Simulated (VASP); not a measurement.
Method: revPBE GGA, VASP's PBE PAW potentials (set 64) (plane waves; VASP).

Input for VASP

### POSCAR
```
Co
1.0
  1.2543460239  -2.1725912799   0.0000000000
  1.2543460239   2.1725912799   0.0000000000
  0.0000000000   0.0000000000   4.0582584772
Co
2
Cart
  1.2543460239   0.7241985417   1.0145646193
  1.2543460239  -0.7241985417   3.0436938579
```

INCAR:
```
SIGMA = 0.05   ! width (eV)
ISPIN = 2   ! spin-polarised
ICHARG = 11
LASPH = .TRUE.
NELM = 100
EDIFF = 1E-7   ! SCF stop (eV)
ISMEAR = 0
PREC = Accurate
LREAL = .FALSE.   ! projection in real space or not
LMAXMIX = 4   ! l cut-off of mixed one-centre charges
SYSTEM = Co
GGA = RE
MAGMOM = 2*1.7
LCHARG = .FALSE.
ALGO = Normal   ! blocked Davidson
LORBIT = 11   ! lm-projected
ENCUT = 520   ! plane-wave cut-off (eV)
LWAVE = .FALSE.
```

### KPOINTS
```
k-points along high-symmetry lines
10
Line-mode
Reciprocal
  0.000000   0.000000   0.000000 ! GAMMA
 -0.000000   0.500000   0.000000 ! M

 -0.000000   0.500000   0.000000 ! M
 -0.333333   0.666667   0.000000 ! K

 -0.333333   0.666667   0.000000 ! K
  0.000000   0.000000   0.000000 ! GAMMA

  0.000000   0.000000   0.000000 ! GAMMA
  0.000000   0.000000   0.500000 ! A

  0.000000   0.000000   0.500000 ! A
 -0.000000   0.500000   0.500000 ! L

 -0.000000   0.500000   0.500000 ! L
 -0.333333   0.666667   0.500000 ! H

 -0.333333   0.666667   0.500000 ! H
  0.000000   0.000000   0.500000 ! A

 -0.000000   0.500000   0.500000 ! L
 -0.000000   0.500000   0.000000 ! M

 -0.333333   0.666667   0.500000 ! H
 -0.333333   0.666667   0.000000 ! K
```

POTCAR, in this order: Co (PBE.64 set). Program: vasp_std. Read from the step before: CHGCAR.

Output of the run:

### OUTCAR
```
 ion  position               nearest neighbor table
   1  0.333  0.667  0.250-   2 2.49   2 2.49   2 2.49   2 2.49   2 2.49   2 2.49
   2  0.667  0.333  0.750-   1 2.49   1 2.49   1 2.49   1 2.49   1 2.49   1 2.49
  LATTYP: Found a hexagonal cell.
 ALAT       =     2.5086922524
 C/A-ratio  =     1.6176788816
 Subroutine PRICEL returns:
 Original cell was already a primitive cell.
 Subroutine GETGRP returns: Found 24 space group operations
The static configuration has the point symmetry D_3d.
 The point group associated with its full space group is D_6h.
The dynamic configuration has the point symmetry D_3d.
The overall configuration has the point symmetry D_3d.
 Subroutine INISYM returns: Found 24 space group operations
   k-points           NKPTS =     90   k-points in BZ     NKDIM =     90   number of bands    NBANDS=     15
   number of dos      NEDOS =    301   number of ions     NIONS =      2
   total plane-waves  NPLWV =  12000
   dimension x,y,z NGX =    20 NGY =   20 NGZ =   30
   dimension x,y,z NGXF=    40 NGYF=   40 NGZF=   60
   ions per type =               2
   PREC   = accura    normal or accurate (medium, high low for compatibility)
   ISTART =      0    job   : 0-new  1-cont  2-samecut
   ICHARG =     11    charge: 1-file 2-atom 10-const
   ISPIN  =      2    spin polarized calculation?
   LNONCOLLINEAR =      F non collinear calculations
   LSORBIT =      F    spin-orbit coupling
   INIWAV =      1    electr: 0-lowe 1-rand  2-diag
   ENCUT  =  520.0 eV  38.22 Ry    6.18 a.u.   4.66  4.66  7.55*2*pi/ulx,y,z
   NELM   =    100;   NELMIN=  2; NELMDL= -5     # of ELM steps
   EDIFF  = 0.1E-06   stopping-criterion for ELM
   LREAL  =      F    real-space projection
   NLSPLINE    = F    spline interpolate recip. space projectors
   LMAXMIX     =    4 max onsite mixed and CHGCAR
   VOSKOWN=      0    Vosko Wilk Nusair interpolation
   EDIFFG = 0.1E-05   stopping-criterion for IOM
   NSW    =      0    number of steps for IOM
   NBLOCK =      1;   KBLOCK =      1    inner block; outer block
   IBRION =     -1    ionic relax: 0-MD 1-quasi-New 2-CG
   NFREE  =      0    steps in history (QN), initial steepest desc. (CG)
   ISIF   =      2    stress and relaxation
...
```

### OSZICAR
```
       N       E                     dE             d eps       ncg     rms          rms(c)
DAV:   1     0.791421458601E+02    0.79142E+02   -0.85168E+03  5464   0.161E+03
DAV:   2    -0.113036394634E+02   -0.90446E+02   -0.83692E+02  5414   0.251E+02
DAV:   3    -0.134222175995E+02   -0.21186E+01   -0.20717E+01  6576   0.538E+01
DAV:   4    -0.134562374437E+02   -0.34020E-01   -0.34014E-01  8298   0.513E+00
DAV:   5    -0.134564200972E+02   -0.18265E-03   -0.18265E-03  6598   0.388E-01
DAV:   6    -0.134564272798E+02   -0.71826E-05   -0.71840E-05  8278   0.472E-02
DAV:   7    -0.134564273086E+02   -0.28768E-07   -0.27574E-07  5762   0.408E-03
   1 F= -.13456427E+02 E0= -.13454882E+02  d E =-.309133E-02  mag=     3.2257
```

**OUTCAR**
```



 magnetization (x)

# of ion       s       p       d       tot
------------------------------------------
    1       -0.016  -0.065   1.726   1.645
    2       -0.016  -0.065   1.726   1.645
--------------------------------------------------
tot         -0.032  -0.129   3.451   3.290
```
(Selected blocks of OUTCAR.)

OUTCAR:
```
 val. band max:        9.9915185448   @ k =   0.0000   0.3333   0.5000

 cond. band min:      10.0129968542   @ k =   0.0000   0.5000   0.4444



 spin component 1

 k-point     1 :       0.0000    0.0000    0.0000
  band No.  band energies     occupation
      1       1.3208      1.00000
      2       5.0491      1.00000
      3       7.4845      1.00000
      4       7.5065      1.00000
      5       7.5065      1.00000
      6       7.8060      1.00000
      7       7.8060      1.00000
      8       8.1386      1.00000
      9       8.1386      1.00000
     10       9.1992      1.00000
     11       9.1992      1.00000
     12      10.0423      0.10185
     13      16.2800      0.00000
     14      31.9064      0.00000
     15      34.3346      0.00000

 k-point     2 :       0.0000    0.0556    0.0000
  band No.  band energies     occupation
      1       1.4277      1.00000
      2       5.1133      1.00000
      3       7.3583      1.00000
      4       7.5555      1.00000
      5       7.6192      1.00000
      6       7.7821      1.00000
      7       7.8494      1.00000
      8       8.0862      1.00000
      9       8.1075      1.00000
     10       8.7553      1.00000
     11       9.2126      1.00000
     12      10.6120      0.00000
     13      16.2994      0.00000
     14      31.0656      0.00000
     15      32.7977      0.00000

 k-point     3 :       0.0000    0.1111    0.0000
  band No.  band energies     occupation
      1       1.7440      1.00000
      2       5.2922      1.00000
      3       7.1948      1.00000
      4       7.6831      1.00000
      5       7.6987      1.00000
      6       7.7900      1.00000
      7       7.8235      1.00000
      8       7.9757      1.00000
      9       8.0226      1.00000
     10       8.2977      1.00000
     11       9.2467      1.00000
     12      11.5545      0.00000
     13      16.3621      0.00000
     14      28.7502      0.00000
...
```

The density is held fixed in this step, so its total energy and stress have no physical meaning.

The compound is Co in the hcp structure. It was relaxed first.
